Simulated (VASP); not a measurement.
Runs of VASP 6.6.1 on CuB12. All rows change the cell; the cell of one of them follows. It takes space group Pm-3m (No. 221, cubic). Conventional cell: a = 5.016 Å, b = 5.016 Å, c = 5.016 Å, α = 90.00°, β = 90.00°, γ = 90.00°. Cu (site symmetry m-3m) is surrounded by 6 B at 1.76 Å. B (site symmetry 4mm) is surrounded by 4 B at 1.88 Å. B (site symmetry 4mm) is surrounded by 1 B at 1.49 Å. The cell was built by a generator and needn't be a form met in nature.

| task | cell | k mesh | cutoff (eV) | gap on the mesh (eV) | pressure (GPa) | relaxed volume (Å³/atom) | largest force (eV/Å) |
| --- | --- | --- | --- | --- | --- | --- | --- |
| single point | random cell by space group and Wyckoff sites (Pm-3m, No. 221) | 8 × 8 × 8 | 520 | none | -0.2 | - | (a) |
| single point | random cell by space group and Wyckoff sites (Pm-3m, No. 221) | 4 × 4 × 4 | 520 | none | 105.7 | - | 12.53 |
| relaxation of cell and atoms | relaxed from: random cell by space group and Wyckoff sites (Pm-3m, No. 221) | 4 × 4 × 4 | 600 | none | 0.3 | 9.53 | 0.02 |
| relaxation of cell and atoms | relaxed from: random cell by space group and Wyckoff sites (Pm-3m, No. 221) | 8 × 8 × 8 | 600 | none | 0.0 | 9.68 | - |

Alike in all rows: level PBE; potentials or basis VASP PAW PBE potentials, release 64 (Cu, B); no spin polarisation; smearing gaussian 0.1 eV.

Question: Fill in the values left out.

Answer: (a) 0.05.

Caveats: a pressure of tens of GPa on the cell as given is suspect, and the run, the potentials or the cell itself is likely at fault (some runs); forces of over 1 eV/Å show positions far from the minimum, so gaps and moduli don't describe the material at rest (some runs); the volume moved by over 15 % at a fixed basis, so the end points are rough (some runs).

A gap of «none» marks a metal or a gap under the smearing width.
